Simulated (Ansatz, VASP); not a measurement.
# KSr2O2F: VASP beside Ansatz, part 2 of 2

Aim: how closely do two programs agree when they are given the same cell, functional and k mesh? The cell is generated by rule, not measured, and may not be a known phase. The cell is taken from a series of runs on this material, whose earlier steps may have relaxed, scaled, displaced or heated it; both programs get it as it stands.

VASP 6.6.1 and Ansatz 0.2.0.

So far: Set-up; VASP: relaxation of cell and atoms, LDA.

The structure was built from a prototype and need not be the compound's stable phase.

## 3. Ansatz: relaxation of cell and atoms, LDA

Level of this step: Ansatz beside VASP: Kohn-Sham DFT, plane waves, LDA (Ansatz).

Ansatz runs on its default PAW (the set named soft_2) files.

The same cell, functional (in two slightly different forms) and mesh now go to Ansatz, which takes its cutoff from its data sets.

input.yaml

```yaml
crystal:
  lattice:
    - [2.5286916177, 2.5286916177, 0.0]
    - [-2.5286916177, 2.5286916177, 0.0]
    - [2.5286916177, 0.0, 7.7270117999]
  atoms:
    - { symbol: F, position: [0.1666666667, 0.8333333333, 0.6666666667] }
    - { symbol: K, position: [0.6666666667, 0.3333333333, 0.6666666667] }
    - { symbol: O, position: [0.4936594941, 0.5063405059, 0.0126810118] }
    - { symbol: O, position: [0.8396738392, 0.1603261608, 0.3206523215] }
    - { symbol: Sr, position: [-0.0020253896, 0.0020253896, 0.0040507792] }
    - { symbol: Sr, position: [0.335358723, 0.664641277, 0.3292825541] }
kpoints:
  mp_grid: { grid: [8, 8, 8] }
hamiltonian:
  xc: lda
scf:
  occupations: { method: fixed }
output:
  forces: true
  stress: true
  eigenvalues: true
relax:
  adjacent_minimum: "off"
  f_tol: 0.001
  max_steps: 60
  cell: { stress_tol: 0.01 }
```

Command:

```bash
> ansatz run input.yaml --threads 8 --pin off --max-ram 14336MiB --backend cpu --events-out ev --progress --plain --runs-dir out
```

Numbers of over 12 decimals in the logs are rounded to 6 here.

Output:

```text
Engine: ansatz 0.2.0, aarch64-unknown-linux-gnu
Pseudopotentials: kind: paw
Pseudopotential: F, paw, valence charge 7, recommended cutoff 420 eV (normal), F.paw.azcp
Pseudopotential: K, paw, valence charge 9, recommended cutoff 420 eV (normal), K.paw.azcp
Pseudopotential: O, paw, valence charge 6, recommended cutoff 420 eV (normal), O.paw.azcp
Pseudopotential: Sr, paw, valence charge 10, recommended cutoff 420 eV (normal), Sr.paw.azcp
Functional definition: SPW92
  exchange = slater_x
  correlation = pw_c
Crystal: 6 atoms, lattice volume = 98.817 Å³
Basis set: ecut = 420 eV, 1905 PW (Γ)
Bands: 30, of which v1, the nominal top of the filled ones, is band 24 counted from 1 (23 counted from 0)
Symmetry: 16 space group operations
Space group: I4/mmm (ITA 139), of the structure as read, at distance tolerance 4.6e-5 Å
k-points: 59 of 512
Non-local potential: F, projectors of the file, l = 0: 2, l = 1: 2, l = 2: 1
Non-local potential: K, projectors of the file, l = 0: 3, l = 1: 2, l = 2: 2
Non-local potential: O, projectors of the file, l = 0: 2, l = 1: 2, l = 2: 1
Non-local potential: Sr, projectors of the file, l = 0: 3, l = 1: 2, l = 2: 2
PAW form: soft (Blöchl's): semilocal exchange-correlation on the pseudo side does not see the compensation charge
PAW frozen core: F, regenerated for the run's functional, and the local potential with it (the file was generated under x = pbe(κ = 0.804, μ = 0.219515), c = pbe(β = 0.066725))
PAW frozen core: K, regenerated for the run's functional, and the local potential with it (the file was generated under x = pbe(κ = 0.804, μ = 0.219515), c = pbe(β = 0.066725))
PAW frozen core: O, regenerated for the run's functional, and the local potential with it (the file was generated under x = pbe(κ = 0.804, μ = 0.219515), c = pbe(β = 0.066725))
PAW frozen core: Sr, regenerated for the run's functional, and the local potential with it (the file was generated under x = pbe(κ = 0.804, μ = 0.219515), c = pbe(β = 0.066725))
PAW one-centre angular grid: F, 110 points (default); XC on 64 Gauss nodes
PAW one-centre angular grid: K, 110 points (default); XC on 64 Gauss nodes
PAW one-centre angular grid: O, 110 points (default); XC on 64 Gauss nodes
PAW one-centre angular grid: Sr, 110 points (default); XC on 64 Gauss nodes
Initial density: superposition of atomic densities (neutral atoms: chi_scale 0, normalization atom), corrected by the library's trained network
Initial wavefunctions: pseudopotential atomic-orbital guess
Functional: x = slater, c = lda
SCF iter   1: F=—  HF=-10298.239237 eV  |F-HF|=—  |Δ(HF+E_count)|=         —  Δρ=1.72e-2  dr2=2.76e-1  ethr=1.77e-3  ⟨swp⟩=5.4  Hψ=8028  notcnv=0  defer=169
preconditioner: auto → Resta (q_TF=auto, 2.419 Å⁻¹)  ε∞=3.6  [insulator: Δε(μ)=3.090 eV  Ē_g=15.066 eV  n_scr=20 (ndim 8)  ℏωp=24.2 eV  f_vac=0.023  ε∞_Penn≈3.6]
SCF iter   2: F=—  HF=-10298.180876 eV  |F-HF|=—  |Δ(HF+E_count)|=   5.84e-2  Δρ=7.89e-3  dr2=3.24e-2  ethr=5.75e-4  ⟨swp⟩=2.2  Hψ=3049  notcnv=0  defer=232
SCF iter   3: F=—  HF=-10298.173011 eV  |F-HF|=—  |Δ(HF+E_count)|=   7.87e-3  Δρ=2.36e-3  dr2=3.71e-3  ethr=6.75e-5  ⟨swp⟩=2.1  Hψ=2837  notcnv=0  defer=235
SCF iter   4: F=—  HF=-10298.172073 eV  |F-HF|=—  |Δ(HF+E_count)|=   9.39e-4  Δρ=1.01e-3  dr2=6.68e-4  ethr=7.72e-6  ⟨swp⟩=2.4  Hψ=2577  notcnv=0  defer=236
SCF iter   5: F=—  HF=-10298.171910 eV  |F-HF|=—  |Δ(HF+E_count)|=   1.63e-4  Δρ=1.82e-4  dr2=3.12e-5  ethr=1.39e-6  ⟨swp⟩=2.0  Hψ=2837  notcnv=0  defer=227
SCF iter   6: F=—  HF=-10298.171921 eV  |F-HF|=—  |Δ(HF+E_count)|=   1.10e-5  Δρ=5.96e-5  dr2=2.34e-6  ethr=6.49e-8  ⟨swp⟩=2.9  Hψ=3332  notcnv=0  defer=147
SCF iter   7: F=—  HF=-10298.171921 eV  |F-HF|=—  |Δ(HF+E_count)|=   3.06e-7  Δρ=1.28e-5  dr2=2.45e-7  ethr=4.88e-9  ⟨swp⟩=2.0  Hψ=2564  notcnv=0  defer=150
SCF iter   8: F=-10298.171921 eV  HF=-10298.171921 eV  |F-HF|=5.08e-9  |Δ(HF+E_count)|=   2.47e-8  Δρ=2.53e-6  dr2=1.16e-8  ethr=2.08e-10  ⟨swp⟩=14.2  Hψ=12258  notcnv=0
SCF 1 converged in 8 iterations: F = -10298.171921 eV  dr2 = 1.16e-8
  greatest PAW one-centre occupation: 0.987 electrons in one spin orbital (limit 2), on the Sr atom at site 5 (counted from 0), in its partial waves of l = 0
relax step   1: F+E_penalty+E_count = -10298.17192070 eV  Δ(F+E_penalty+E_count) = +0.000e0 eV  max|allowed force component| = 1.803e-4 eV/Å  Δτ_max = 0.0000 Å  P = +0.001 GPa  Ω = 98.817 Å³  (8 SCF iters, dr2 threshold 1.00e-7 eV, accepted)
Initial density: handed on by an earlier stage of this run
Initial wavefunctions: pseudopotential atomic-orbital guess (no wavefunctions were taken with the density)
iter 1 solved again at ethr=6.75e-7 eV; its pass at ethr=3.10e-3 eV (dr2=3.24e-4 eV) is discarded
SCF iter   1: F=—  HF=-10298.171922 eV  |F-HF|=—  |Δ(HF+E_count)|=         —  Δρ=3.71e-6  dr2=1.19e-8  ethr=6.75e-7  ⟨swp⟩=3.2  Hψ=12374  notcnv=0  defer=236
eigensolver tolerance schedule: the retry pair's looser diagonalisation over-reported the residual by 27234.65 of it (diagonalisation noise at an unbounded share of the residual, at the tolerance the schedule requests for it); recorded, not acted on — ethr = c·dr2/N_el stays at c = 1.0e-1
preconditioner: auto → Resta (q_TF=auto, 2.419 Å⁻¹)  ε∞=3.5  [insulator: Δε(μ)=3.388 eV  Ē_g=15.184 eV  n_scr=20 (ndim 8)  ℏωp=24.2 eV  f_vac=0.017  ε∞_Penn≈3.5]
SCF iter   2: F=—  HF=-10298.171921 eV  |F-HF|=—  |Δ(HF+E_count)|=   1.07e-6  Δρ=3.04e-6  dr2=1.15e-8  ethr=2.48e-11  ⟨swp⟩=4.0  Hψ=4949  notcnv=0  defer=234
SCF iter   3: F=—  HF=-10298.171921 eV  |F-HF|=—  |Δ(HF+E_count)|=   2.30e-9  Δρ=1.31e-6  dr2=3.73e-9  ethr=2.39e-11  ⟨swp⟩=2.0  Hψ=2202  notcnv=0  defer=234
SCF iter   4: F=—  HF=-10298.171921 eV  |F-HF|=—  |Δ(HF+E_count)|=   1.11e-9  Δρ=1.15e-6  dr2=8.67e-10  ethr=7.77e-12  ⟨swp⟩=2.0  Hψ=2702  notcnv=0  defer=234
SCF iter   5: F=—  HF=-10298.171921 eV  |F-HF|=—  |Δ(HF+E_count)|=  1.02e-10  Δρ=9.50e-7  dr2=6.03e-10  ethr=1.81e-12  ⟨swp⟩=2.0  Hψ=2710  notcnv=0  defer=234
SCF iter   6: F=—  HF=-10298.171921 eV  |F-HF|=—  |Δ(HF+E_count)|=  1.02e-10  Δρ=5.83e-7  dr2=2.12e-10  ethr=1.26e-12  ⟨swp⟩=1.2  Hψ=1808  notcnv=0  defer=234
SCF iter   7: F=—  HF=-10298.171921 eV  |F-HF|=—  |Δ(HF+E_count)|=  5.82e-11  Δρ=1.29e-7  dr2=9.77e-12  ethr=1.00e-12  ⟨swp⟩=2.9  Hψ=2966  notcnv=0  defer=234
SCF iter   8: F=-10298.171921 eV  HF=-10298.171921 eV  |F-HF|=1.82e-12  |Δ(HF+E_count)|=  1.82e-12  Δρ=3.27e-8  dr2=7.66e-13  ethr=1.00e-12  ⟨swp⟩=14.2  Hψ=13350  notcnv=0
SCF 2 converged in 8 iterations: F = -10298.171921 eV  dr2 = 7.66e-13
relax step   2: F+E_penalty+E_count = -10298.17192071 eV  Δ(F+E_penalty+E_count) = -1.772e-9 eV  max|allowed force component| = 1.648e-4 eV/Å  Δτ_max = 0.0000 Å  P = +0.001 GPa  Ω = 98.817 Å³  stress off target by 9.94e-3 GPa  SCF on the basis re-selected at this cell (its energy is not comparable with the rows above)  (8 SCF iters)
basis re-selected at this cell: Δ(F+E_penalty+E_count) = -1.772e-9 eV, ΔP = -0.000 GPa vs the last step (what re-selecting the basis moved, of the pressure what is left beyond the Pulay correction that the steps carried, after the strain that the cell walked since its last selection, with what the two solves' SCF thresholds leave and, on support functions, any second-order correction that the steps lacked; it is no m [...]
SCF converged after 8 iterations
Free energy (F): -10298.171921 eV
Harris-Foulkes:  -10298.171921 eV  (|F-HF|=1.82e-12)
Internal energy: -10298.171921 eV  (E = F + TS)
E sigma→0 (E₀):  -10298.171921 eV
Fermi energy:    7.130858 eV
--- Per-component energies (eV) ---
  E_band       = -221.370230
  E_kinetic    = 1306.980659
  E_local      = -2749.775389  (includes V_loc(G=0)·N_el)
  E_nonlocal   = 603.789882
  E_hartree    = 828.590475
  E_xc         = -705.065408
  E_vxc        = -782.322992  (∫ρ·V_xc dr)
  E_paw        = -6418.091766  (= ΣΔE_a)
  E_vpaw       = -257.230327  (= ΣTr[D̂ρ^β])
  E_aug_tail   = 0.006953  (compensation charges beyond the density's cutoff)
  E_ewald      = -3165.760193
  E_core_change = 1.152865  (= ΣΔE_core)
  E_smearing   = -0.000000  (= −TS)
  E_closure    = -0.000000  (closes the sum)
  Σ components = -10298.171921   (vs F -10298.171921, Δ=0.00e0)
--- Forces (eV/Å), atoms counted from 1 ---
  atom   1  F      0.00000000     0.00000000     0.00000000
  atom   2  K      0.00000000     0.00000000     0.00000000
  atom   3  O      0.00000000    -0.00000000    -0.00016482
  atom   4  O      0.00000000    -0.00000000     0.00016482
  atom   5  Sr     0.00000000     0.00000000    -0.00004552
  atom   6  Sr     0.00000000     0.00000000     0.00004552
  max |Σ_I F_I| component: 3.25e-19 eV/Å
--- Stress (GPa, compression-positive) ---
        0.006174       0.000000       0.000000
       -0.000000       0.006174       0.000000
        0.000000       0.000000      -0.009944
  P = ⅓ Tr σ = 0.0008 GPa (0.008 kbar)
--- Band table (eV; the first three rows and the last of 59) ---
  k-point 0: bands = [... 20 lower, 7.0302, 7.0302, 7.1309, 7.1309, 10.7031, 10.7331, 11.5805, 13.7381, ... 2 higher]
  k-point 1: bands = [... 20 lower, 7.0319, 7.0319, 7.1279, 7.1279, 10.6677, 10.8433, 11.6606, 13.3905, ... 2 higher]
  k-point 2: bands = [... 20 lower, 7.0363, 7.0363, 7.1198, 7.1198, 10.5971, 11.1345, 11.8560, 12.9480, ... 2 higher]
  k-point 58: bands = [... 20 lower, 6.7305, 6.7305, 6.9981, 6.9981, 10.9715, 10.9715, 13.1533, 13.1533, ... 2 higher]
--- Relaxed structure (1 steps of the walk, 1 accepted, 1 SCFs on fresh bases) ---
  F+E_penalty+E_count = -10298.17192071 eV   max|allowed force component| = 1.648e-4 eV/Å   (the final SCF, on the basis selected at the relaxed cell)
  cell:  # Å, volume = 98.8174 Å³
    - [2.5286916177, 2.5286916177, 0.0]
    - [-2.5286916177, 2.5286916177, 0.0]
    - [2.5286916177, 0.0, 7.7270117999]
  atoms:
    - { symbol: F, position: [0.166667, 0.833333, 0.666667] }
    - { symbol: K, position: [0.666667, 0.333333, 0.666667] }
    - { symbol: O, position: [0.493659, 0.506341, 0.012681] }
    - { symbol: O, position: [0.839674, 0.160326, 0.320652] }
    - { symbol: Sr, position: [-0.00202539, 0.00202539, 0.00405078] }
    - { symbol: Sr, position: [0.335359, 0.664641, 0.329283] }
```

## 4. Differences

Known differences besides the potentials themselves: the two LDA forms differ slightly; fixed occupations in Ansatz, narrow Gaussian smearing in VASP; the cutoff is 420 eV in Ansatz and 600 eV in VASP; VASP's log shows a relativistic correction to its local exchange, Ansatz's none; Ansatz adds a Pulay correction to the stress that steers its cell, VASP none. Total energies have different zeros and are not compared.

Compared:

```tsv
quantity	Ansatz	VASP	difference
volume (Å³)	98.82	99.44	-0.63 %
edge a after relaxation, in the typed setting (Å)	3.576	3.585	-0.24 %
edge c after relaxation, in the typed setting (Å)	8.130	8.143	-0.16 %
```

## 5. What came out

```
difference in volume (relaxation of cell and atoms, LDA) : -0.63 %
```

**Reading.** The difference in volume is -0.63 % (relaxation of cell and atoms, LDA), within the 1.2 % picked in this series as the mark of a large difference, as far as the stopping tolerances let one tell. How closely two codes agree says nothing of how well the functional describes the real material.

[Lines on the potential files, build, host, timing and source positions are cut from VASP's logs without a mark.]

[Logs are printed without paths, hosts, clocks, repeated set-up lines and the standing remarks that a program may print on its own settings, such as how far it seeks lower states.]

[Hosts, paths, dates, database ids (printed as entryN), source tags and the programs' standing remarks are cut or masked in the printed files.]
